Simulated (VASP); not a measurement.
Given:

```
CeO2
1.0
    0.00000     2.71761     2.71761
    2.71761     0.00000     2.71761
    2.71761     2.71761     0.00000
Ce O
1 2
Direct
  0.00000   0.00000   0.00000
  0.25000   0.25000   0.25000
  0.75000   0.75000   0.75000
```

Computed with r2SCAN meta-GGA, VASP's PBE PAW potentials (set 64) (plane waves; VASP). Run with 530 eV cut-off, 6×6×6 Γ-centred mesh, Gaussian smearing of 0.050 eV, potentials Ce O.

**Question.** Estimate the energy per atom (σ→0).

**Answer.** 
```yaml
energy per atom (σ→0): -18.011 eV/atom
```

The absolute energy has meaning only against runs of the same code, potentials and settings.

The compound is CeO2 in the fluorite structure. It was relaxed first. The start is the result of an earlier pass. The run is not spin-polarised, so no magnetic state was tried.
